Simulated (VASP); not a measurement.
Output of a VASP run:

OSZICAR:
```
...
RMM:   2    -0.346741256660E+03    0.18445E-03   -0.23777E-02   320   0.348E-01    0.181E-01
RMM:   3    -0.346740950405E+03    0.30626E-03   -0.48080E-03   321   0.162E-01    0.542E-02
RMM:   4    -0.346741014414E+03   -0.64009E-04   -0.83036E-04   338   0.710E-02    0.380E-02
RMM:   5    -0.346741023550E+03   -0.91360E-05   -0.16046E-04   328   0.322E-02    0.155E-02
RMM:   6    -0.346741025819E+03   -0.22698E-05   -0.37675E-05   232   0.145E-02
   8 F= -.34674103E+03 E0= -.34672752E+03  d E =-.156797E-01
       N       E                     dE             d eps       ncg     rms          rms(c)
DAV:   1    -0.346743109186E+03   -0.20856E-02   -0.12466E-01   360   0.665E-01    0.205E-01
RMM:   2    -0.346743357292E+03   -0.24811E-03   -0.63328E-03   320   0.179E-01    0.851E-02
RMM:   3    -0.346743322439E+03    0.34853E-04   -0.11525E-03   323   0.823E-02    0.288E-02
RMM:   4    -0.346743337093E+03   -0.14654E-04   -0.20410E-04   338   0.362E-02    0.188E-02
RMM:   5    -0.346743339390E+03   -0.22972E-05   -0.36400E-05   235   0.152E-02
   9 F= -.34674334E+03 E0= -.34673354E+03  d E =-.179933E-01
       N       E                     dE             d eps       ncg     rms          rms(c)
DAV:   1    -0.346749905750E+03   -0.65687E-02   -0.52677E-01   352   0.135E+00    0.375E-01
RMM:   2    -0.346750697860E+03   -0.79211E-03   -0.21099E-02   320   0.329E-01    0.180E-01
RMM:   3    -0.346750260826E+03    0.43703E-03   -0.38387E-03   320   0.150E-01    0.551E-02
RMM:   4    -0.346750301776E+03   -0.40950E-04   -0.69723E-04   329   0.653E-02    0.340E-02
RMM:   5    -0.346750310040E+03   -0.82637E-05   -0.12141E-04   319   0.276E-02    0.698E-03
RMM:   6    -0.346750312011E+03   -0.19710E-05   -0.39271E-05   241   0.136E-02
  10 F= -.34675031E+03 E0= -.34674794E+03  d E =-.697262E-02
       N       E                     dE             d eps       ncg     rms          rms(c)
DAV:   1    -0.346750475247E+03   -0.16521E-03   -0.76017E-03   368   0.167E-01    0.419E-02
RMM:   2    -0.346750497307E+03   -0.22060E-04   -0.32611E-04   320   0.401E-02    0.191E-02
RMM:   3    -0.346750495931E+03    0.13767E-05   -0.51023E-05   286   0.179E-02    0.645E-03
RMM:   4    -0.346750496383E+03   -0.45215E-06   -0.84412E-06   177   0.763E-03
  11 F= -.34675050E+03 E0= -.34674754E+03  d E =-.715699E-02
       N       E                     dE             d eps       ncg     rms          rms(c)
DAV:   1    -0.346752440631E+03   -0.19447E-02   -0.12049E-01   344   0.654E-01    0.182E-01
RMM:   2    -0.346752846991E+03   -0.40636E-03   -0.55702E-03   320   0.166E-01    0.773E-02
RMM:   3    -0.346752831091E+03    0.15900E-04   -0.92252E-04   323   0.760E-02    0.269E-02
RMM:   4    -0.346752842358E+03   -0.11267E-04   -0.17024E-04   333   0.334E-02    0.168E-02
RMM:   5    -0.346752844456E+03   -0.20984E-05   -0.28165E-05   219   0.130E-02
  12 F= -.34675284E+03 E0= -.34674953E+03  d E =-.234807E-02
       N       E                     dE             d eps       ncg     rms          rms(c)
DAV:   1    -0.346752871462E+03   -0.29104E-04   -0.12326E-03   360   0.667E-02    0.188E-02
RMM:   2    -0.346752875297E+03   -0.38351E-05   -0.55289E-05   291   0.163E-02    0.800E-03
RMM:   3    -0.346752874882E+03    0.41517E-06   -0.84140E-06   176   0.708E-03    0.272E-03
RMM:   4    -0.346752874946E+03   -0.63774E-07   -0.11426E-06   167   0.274E-03
  13 F= -.34675287E+03 E0= -.34674963E+03  d E =-.237856E-02
```

File OUTCAR:
```
------------------------ aborting loop because EDIFF is reached ----------------------------------------
  FORCE on cell =-STRESS in cart. coord.  units (eV):
  Direction    XX          YY          ZZ          XY          YZ          ZX
  --------------------------------------------------------------------------------------
  Total      -13.8281793    -13.8334215    -13.8265880     -5.1888441      5.1722573      5.0777352
  in kB      -16.9344872    -16.9409070    -16.9325384     -6.3544457      6.3341328      6.2183777
  external PRESSURE =     -16.9359775 kB  Pullay stress =       0.0000000 kB
  volume of cell :     1308.29
      direct lattice vectors                 reciprocal lattice vectors
    10.937074700  0.000000000  0.000000000     0.091432127  0.000000000  0.000000000
     0.000000000 10.937074700  0.000000000     0.000000000  0.091432127  0.000000000
     0.000000000  0.000000000 10.937074700     0.000000000  0.000000000  0.091432127
 POSITION                                       TOTAL-FORCE (eV/Angst)
 -----------------------------------------------------------------------------------
      5.47462      0.00584     10.92652        -0.005316      0.000600      0.003417
      6.82013      1.37807      1.39422         0.004209     -0.001347      0.001669
      8.20609      2.74331     10.93126        -0.001521     -0.001314     -0.003113
      9.54237      4.10022      1.39247         0.008168     -0.007966     -0.003141
      8.20437      0.00500      2.73083         0.002066     -0.000728     -0.001248
      9.53836      1.37969      4.11595         0.003512     -0.004397     -0.008557
      0.00662      0.00655     10.92952         0.002434     -0.000867     -0.002278
      1.36054      1.35922      1.37430         0.008226      0.005562     -0.007233
      2.74427      2.74298     10.92519        -0.009782     -0.002312     -0.003145
      4.09253      4.09225      1.38281        -0.000600     -0.002958     -0.004370
      5.47578      5.47391     10.92815        -0.006683      0.007755      0.000763
      6.82498      6.82407      1.38923        -0.001238     -0.005934     -0.008701
      8.20548      8.20363     10.92997        -0.004567      0.006218      0.005474
      9.56259      9.56138      1.37377        -0.009598     -0.003698      0.006600
      2.74339      0.00087      2.72842         0.003217      0.001170     -0.003016
      4.09275      1.36744      4.10694        -0.002881     -0.008481     -0.002739
      5.48666      2.78936      2.77433         0.002487     -0.008191     -0.005109
      6.66573      4.24277      4.26553         0.015674     -0.004647     -0.005693
      8.15998      5.45496      2.77523         0.006485     -0.002529     -0.004701
      9.54729      6.82323      4.11053         0.004831     -0.003908     -0.000608
      5.47568      0.00670      5.46046        -0.002256      0.000367      0.003712
      6.82888      1.36823      6.84335         0.001012     -0.009640     -0.001910
      8.15816      2.79159      5.44803         0.010001     -0.011344     -0.006156
      9.55179      4.09244      6.84229         0.003138     -0.005968     -0.001571
      8.20799      0.00151      8.19180         0.001660      0.002390      0.002671
      9.56214      1.35970      9.57537         0.005288     -0.000389     -0.007709
      0.00571      5.47394     10.92641        -0.002262     -0.001325      0.004786
      1.37898      6.81990      1.39232         0.000889     -0.000904      0.008462
      2.74530      8.20345     10.92856        -0.003404      0.008316      0.002601
      4.10097      9.54082      1.39060        -0.007129      0.000454     -0.005868
      0.00366      2.74267      2.72984        -0.004059     -0.001714     -0.003541
      1.36950      4.09241      4.10820        -0.007028     -0.004800     -0.006825
      2.78943      5.48673      2.77398        -0.010857     -0.001186     -0.013933
      4.24139      6.66856      4.26253         0.011387      0.000406      0.013475
      5.45671      8.16010      2.77418        -0.007475      0.008553     -0.005310
      6.82435      9.54646      4.11091        -0.000213      0.002377      0.000669
      0.00575      0.00747      5.46145         0.005093     -0.003567      0.000919
      1.38152      1.37919      6.83376         0.001576     -0.001559     -0.005994
      2.79038      2.78807      5.47074        -0.005443     -0.004816     -0.000675
      4.25137      4.24568      6.68296        -0.002966      0.012776      0.000076
      6.67006      6.66706      6.68756        -0.004384      0.005890      0.006790
      8.16135      8.15970      5.47730         0.006760      0.007990      0.008380
      9.54412      9.54021      6.83498         0.005891     -0.000064     -0.000640
      2.74601      0.00623      8.19020        -0.006980      0.010628      0.002837
      4.10254      1.38019      9.55335        -0.001368     -0.006041     -0.002253
      5.46473      2.78931      8.14427        -0.004176     -0.008249      0.003235
      6.82760      4.09317      9.56518         0.005767     -0.006181      0.004958
      8.15888      5.48717      8.14187         0.018454      0.003672      0.022843
      9.53939      6.82053      9.55453         0.001362     -0.005221      0.001506
      0.00610      8.20328      2.72995        -0.002232      0.004440      0.004582
      1.37754      9.53996      4.11575         0.000925     -0.003965     -0.007106
      0.00761      5.47401      5.46063         0.000065      0.007004      0.003429
      1.37264      6.82502      6.84284        -0.015479      0.002597     -0.005331
      2.79096      8.15867      5.44561        -0.012012      0.013039      0.008553
      4.09478      9.54879      6.84143        -0.003966      0.005322     -0.004016
      0.00953      2.74286      8.19041         0.002285      0.002930      0.006532
...
```
(Selected blocks of OUTCAR.)

POSCAR:
```
BSi63
1
   10.9370747004     0.0000000000     0.0000000000
    0.0000000000    10.9370747004     0.0000000000
   -0.0000000000    -0.0000000000    10.9370747004
Si B
63 1
Direct
  0.5000000000   0.0000000000   0.0000000000
  0.6250000000   0.1250000000   0.1250000000
  0.7500000000   0.2500000000   0.0000000000
  0.8750000000   0.3750000000   0.1250000000
  0.7500000000   0.0000000000   0.2500000000
  0.8750000000   0.1250000000   0.3750000000
  0.0000000000   0.0000000000   0.0000000000
  0.1250000000   0.1250000000   0.1250000000
  0.2500000000   0.2500000000   0.0000000000
  0.3750000000   0.3750000000   0.1250000000
  0.5000000000   0.5000000000   0.0000000000
  0.6250000000   0.6250000000   0.1250000000
  0.7500000000   0.7500000000   0.0000000000
  0.8750000000   0.8750000000   0.1250000000
  0.2500000000   0.0000000000   0.2500000000
  0.3750000000   0.1250000000   0.3750000000
  0.5000000000   0.2500000000   0.2500000000
  0.6205650000   0.3716820000   0.3763380000
  0.7500000000   0.5000000000   0.2500000000
  0.8750000000   0.6250000000   0.3750000000
  0.5000000000   0.0000000000   0.5000000000
  0.6250000000   0.1250000000   0.6250000000
  0.7500000000   0.2500000000   0.5000000000
  0.8750000000   0.3750000000   0.6250000000
  0.7500000000   0.0000000000   0.7500000000
  0.8750000000   0.1250000000   0.8750000000
  0.0000000000   0.5000000000   0.0000000000
  0.1250000000   0.6250000000   0.1250000000
  0.2500000000   0.7500000000   0.0000000000
  0.3750000000   0.8750000000   0.1250000000
  0.0000000000   0.2500000000   0.2500000000
  0.1250000000   0.3750000000   0.3750000000
  0.2500000000   0.5000000000   0.2500000000
  0.3707220000   0.6222230000   0.3728170000
  0.5000000000   0.7500000000   0.2500000000
  0.6250000000   0.8750000000   0.3750000000
  0.0000000000   0.0000000000   0.5000000000
  0.1250000000   0.1250000000   0.6250000000
  0.2500000000   0.2500000000   0.5000000000
  0.3782640000   0.3704940000   0.6215440000
  0.6276300000   0.6222560000   0.6244680000
  0.7500000000   0.7500000000   0.5000000000
  0.8750000000   0.8750000000   0.6250000000
  0.2500000000   0.0000000000   0.7500000000
  0.3750000000   0.1250000000   0.8750000000
  0.5000000000   0.2500000000   0.7500000000
  0.6250000000   0.3750000000   0.8750000000
  0.7500000000   0.5000000000   0.7500000000
  0.8750000000   0.6250000000   0.8750000000
  0.0000000000   0.7500000000   0.2500000000
  0.1250000000   0.8750000000   0.3750000000
  0.0000000000   0.5000000000   0.5000000000
  0.1250000000   0.6250000000   0.6250000000
  0.2500000000   0.7500000000   0.5000000000
  0.3750000000   0.8750000000   0.6250000000
  0.0000000000   0.2500000000   0.7500000000
  0.1250000000   0.3750000000   0.8750000000
  0.2500000000   0.5000000000   0.7500000000
  0.3750000000   0.6250000000   0.8750000000
  0.5000000000   0.7500000000   0.7500000000
  0.6250000000   0.8750000000   0.8750000000
  0.0000000000   0.7500000000   0.7500000000
  0.1250000000   0.8750000000   0.8750000000
  0.4980750000   0.5003670000   0.4964480000
```

Task: Write an INCAR and KPOINTS that could have produced this output.

Result: Several could match; the one computed here: the input of the run itself, PBE GGA, plane waves, VASP's PBE PAW potentials (set 64).

INCAR:
```
# general
SYSTEM=BSi63
PREC  =Normal
ENCUT =400
LREAL =Auto
LASPH =.TRUE.
ISYM  =0
NELECT=254.0

# electronic loop
EDIFF =1E-5
NELM  =100
NELMIN=4
ALGO  =Fast

# smearing
ISMEAR=0
SIGMA =0.05

# functional
GGA   =PE

# ions
IBRION=2
NSW   =60
ISIF  =2
EDIFFG=-0.03

# output
LWAVE =.TRUE.
LCHARG=.FALSE.
```

**KPOINTS**
```
Automatic mesh
0
Gamma
1 1 1
0 0 0
```

POTCAR, in this order: Si B (PBE.64 set). Program: vasp_gam.

At this cut-off the stress carries a Pulay error, which pulls relaxed volumes low. The cell is charged, with a uniform compensating background. The supercell is sampled at Γ alone, which is coarse: total energies, pressure and levels can be off, energies of defects by several tenths of an eV.

The cell is a supercell with a defect, built from Si (diamond): B_Si, charge +1. The run is not spin-polarised, so no state with unpaired spins was tried.
